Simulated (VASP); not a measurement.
```yaml
crystal:
  lattice:
    - [-2.75477, 2.75477, 2.75477]
    - [2.75477, -2.75477, 2.75477]
    - [2.75477, 2.75477, -2.75477]
  atoms:
    - { symbol: Rb, position: [0.00000, 0.00000, 0.00000] }
```

Level of theory: optB88-vdW, VASP's PBE PAW potentials (set 64) (plane waves; VASP). Numerical set-up: 520 eV cut-off, Gaussian smearing of 0.050 eV, potentials Rb_sv.

**Question.** Give the energies of bands 5 to 7 at the high-symmetry points, in eV from the Fermi level.

**Answer.** 
| band | Γ | H | N | P |
|---|---|---|---|---|
| 5 | -2.12 | 1.18 | 0.17 | 1.32 |
| 6 | 3.65 | 1.18 | 0.88 | 1.32 |
| 7 | 3.65 | 3.48 | 2.53 | 1.32 |

It has no gap at this level: it comes out as a metal or semimetal.

The compound is Rb in the bcc structure. It was relaxed first, which changed the volume by -7 %.
